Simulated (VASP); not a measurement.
Computed with PBEsol GGA, VASP's PBE PAW potentials (set 64) (plane waves; VASP).

The input files of a VASP run:

### INCAR
```
SYSTEM = TaSb
PREC = Accurate
ENCUT = 400
EDIFF = 1E-7
NELM = 100
ALGO = Normal
LREAL = .FALSE.
LASPH = .TRUE.
ISMEAR = 0
SIGMA = 0.05
GGA = PS
LMAXMIX = 6
LWAVE = .FALSE.
LCHARG = .FALSE.
LORBIT = 11
ICHARG = 11
```

### KPOINTS
```
k-points along high-symmetry lines
15
Line-mode
Reciprocal
  0.000000   0.000000   0.000000 ! GAMMA
 -0.500000  -0.500000   0.000000 ! X

 -0.500000  -0.500000   0.000000 ! X
 -0.375000  -0.375000   0.250000 ! U

 -0.375000   0.000000   0.375000 ! K
  0.000000   0.000000   0.000000 ! GAMMA

  0.000000   0.000000   0.000000 ! GAMMA
  0.000000   0.000000   0.500000 ! L

  0.000000   0.000000   0.500000 ! L
 -0.500000  -0.250000   0.250000 ! W

 -0.500000  -0.250000   0.250000 ! W
 -0.500000  -0.500000   0.000000 ! X
```

POSCAR:
```
TaSb
1
    0.0000000000     3.1042519851     3.1042519851
    3.1042519851     0.0000000000     3.1042519851
    3.1042519851     3.1042519851     0.0000000000
Ta Sb
1 1
Direct
  0.0000000000   0.0000000000   0.0000000000
  0.2500000000   0.2500000000   0.2500000000
```

POTCAR, in this order: Ta_pv Sb (PBE.64 set). Program: vasp_std. Read from the step before: CHGCAR.

The resulting files:

File OUTCAR:
```
 ion  position               nearest neighbor table
   1  0.000  0.000  0.000-   2 2.69   2 2.69   2 2.69   2 2.69
   2  0.250  0.250  0.250-   1 2.69   1 2.69   1 2.69   1 2.69
  LATTYP: Found a face centered cubic cell.
 ALAT       =     6.2085039702
 Subroutine PRICEL returns:
 Original cell was already a primitive cell.
 Subroutine GETGRP returns: Found 24 space group operations
The static configuration has the point symmetry T_d .
The dynamic configuration has the point symmetry T_d .
 Subroutine INISYM returns: Found 24 space group operations
   k-points           NKPTS =     90   k-points in BZ     NKDIM =     90   number of bands    NBANDS=     12
   number of dos      NEDOS =    301   number of ions     NIONS =      2
   total plane-waves  NPLWV =  27000
   dimension x,y,z NGX =    30 NGY =   30 NGZ =   30
   dimension x,y,z NGXF=    60 NGYF=   60 NGZF=   60
   ions per type =               1   1
   PREC   = accura    normal or accurate (medium, high low for compatibility)
   ISTART =      0    job   : 0-new  1-cont  2-samecut
   ICHARG =     11    charge: 1-file 2-atom 10-const
   ISPIN  =      1    spin polarized calculation?
   LNONCOLLINEAR =      F non collinear calculations
   LSORBIT =      F    spin-orbit coupling
   INIWAV =      1    electr: 0-lowe 1-rand  2-diag
   ENCUT  =  400.0 eV  29.40 Ry    5.42 a.u.   7.16  7.16  7.16*2*pi/ulx,y,z
...
```

**OSZICAR**
```
       N       E                     dE             d eps       ncg     rms          rms(c)
DAV:   1     0.603476860056E+02    0.60348E+02   -0.72525E+03  2488   0.935E+02
DAV:   2    -0.114144728358E+02   -0.71762E+02   -0.68493E+02  2664   0.214E+02
DAV:   3    -0.143158793378E+02   -0.29014E+01   -0.27525E+01  2604   0.389E+01
DAV:   4    -0.143878328156E+02   -0.71953E-01   -0.71021E-01  2444   0.612E+00
DAV:   5    -0.143897832471E+02   -0.19504E-02   -0.19466E-02  2644   0.999E-01
DAV:   6    -0.143898482688E+02   -0.65022E-04   -0.65019E-04  2536   0.180E-01
DAV:   7    -0.143898508111E+02   -0.25423E-05   -0.25421E-05  2712   0.355E-02
DAV:   8    -0.143898509215E+02   -0.11041E-06   -0.11011E-06  2328   0.745E-03
DAV:   9    -0.143898509260E+02   -0.44454E-08   -0.46012E-08  1568   0.167E-03
   1 F= -.14389851E+02 E0= -.14386020E+02  d E =-.766233E-02
```

OUTCAR:
```
 val. band max:        4.5554694679   @ k =  -0.0714  -0.0714   0.0000

 cond. band min:       4.5706927316   @ k =  -0.5000  -0.3929   0.1071



 k-point     1 :       0.0000    0.0000    0.0000
  band No.  band energies     occupation
      1     -30.6091      2.00000
      2     -30.6091      2.00000
      3     -30.6091      2.00000
      4      -6.2263      2.00000
      5       1.6243      2.00000
      6       1.6243      2.00000
      7       1.6243      2.00000
      8       4.6382      0.04141
      9       4.6382      0.04141
     10       6.9967      0.00000
     11      10.1198      0.00000
     12      10.1198      0.00000

 k-point     2 :      -0.0357   -0.0357    0.0000
  band No.  band energies     occupation
      1     -30.6094      2.00000
      2     -30.6092      2.00000
      3     -30.6092      2.00000
      4      -6.2108      2.00000
      5       1.5892      2.00000
      6       1.6318      2.00000
      7       1.6318      2.00000
      8       4.6172      0.14883
      9       4.6440      0.02751
     10       7.0529      0.00000
     11       9.9710      0.00000
     12       9.9719      0.00000

 k-point     3 :      -0.0714   -0.0714    0.0000
  band No.  band energies     occupation
      1     -30.6104      2.00000
      2     -30.6096      2.00000
      3     -30.6096      2.00000
      4      -6.1647      2.00000
      5       1.4894      2.00000
      6       1.6542      2.00000
      7       1.6542      2.00000
      8       4.5555      1.23663
      9       4.6613      0.00711
     10       7.2139      0.00000
     11       9.6504      0.00000
     12       9.6516      0.00000

 k-point     4 :      -0.1071   -0.1071    0.0000
  band No.  band energies     occupation
      1     -30.6118      2.00000
      2     -30.6101      2.00000
      3     -30.6101      2.00000
      4      -6.0892      2.00000
      5       1.3385      2.00000
      6       1.6918      2.00000
      7       1.6918      2.00000
...
```

The density is held fixed in this step, so its total energy and stress have no physical meaning. Unless said otherwise, spin-orbit coupling is left out, though it shifts the bands of the heavy elements here.

The structure was generated: TaSb was put into the zinc blende type (F-43m), which need not be its known phase. It was relaxed first, which changed the volume by -34 %.
